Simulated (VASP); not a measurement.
```xyz
4
Lattice="3.1534 0.0000 0.0000 -1.5767 2.7309 0.0000 0.0000 0.0000 5.8612" Properties=species:S:1:pos:R:3 pbc="T T T"
Sc     0.0000     0.0000     0.0000
Sc     0.0000     0.0000     2.9306
C      0.0000     1.8206     1.4653
C      1.5767     0.9103     4.3959
```

Computed with LDA (Ceperley-Alder, Perdew-Zunger), VASP's LDA PAW potentials (set 64) (plane waves; VASP 6.6.1). Settings: 520 eV cut-off, Gaussian smearing of 0.050 eV, potentials Sc_sv C.

Estimate the band gap (along the path) with the smallest direct gap where there is one.

- band gap (along the path) = none (metal, semimetal or under 0.01 eV)

Only differences to runs with the same potentials and settings are physical.

The structure was generated: ScC was put into the NiAs type type (P6_3/mmc), which need not be its known phase. It was relaxed first, which changed the volume by -30 %.
